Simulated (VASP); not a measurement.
Crystal: CdTe.

```
CELL_PARAMETERS angstrom
0.00000 3.20500 3.20500
3.20500 0.00000 3.20500
3.20500 3.20500 0.00000
ATOMIC_POSITIONS crystal
Cd 0.00000 0.00000 0.00000
Te 0.25000 0.25000 0.25000
```

```yaml
Program: VASP 6.6.1
Task: relaxation of cell and atoms
Functional: PBE
Potentials_or_basis: VASP PAW PBE potentials, release 64 (Cd, Te)
Cutoff: 520 eV
k_mesh: 8 × 8 × 8
Occupations: gaussian, width 0.02 eV
Spin: no spin polarisation
```

At the start: pressure 4.4 GPa; volume 32.92 Å³/atom.

Where does the relaxation end?

Over 3 steps the energy falls by 42.6 meV/atom and the volume is 36.31 Å³/atom (+10.3 %); space group F-43m (No. 216, to 0.05 Å).

Step by step:
| step | energy change (eV) | largest force (eV/Å) | pressure (GPa) | volume (Å³) |
| --- | --- | --- | --- | --- |
| 1 | 0.0000 | 0.0000 | 4.39 | 65.84 |
| 2 | -0.0784 | 0.0000 | -0.97 | 74.83 |
| 3 | -0.0852 | 0.0000 | 0.00 | 72.62 |

Final structure:
```yaml
crystal:
  lattice:
    - [0.00000, 3.31143, 3.31143]
    - [3.31143, 0.00000, 3.31143]
    - [3.31143, 3.31143, 0.00000]
  atoms:
    - { symbol: Cd, position: [0.00000, 0.00000, 0.00000] }
    - { symbol: Te, position: [0.25000, 0.25000, 0.25000] }
```

Caveat: the volume moved by +10 % from the deposited cell, more than functionals usually miss.
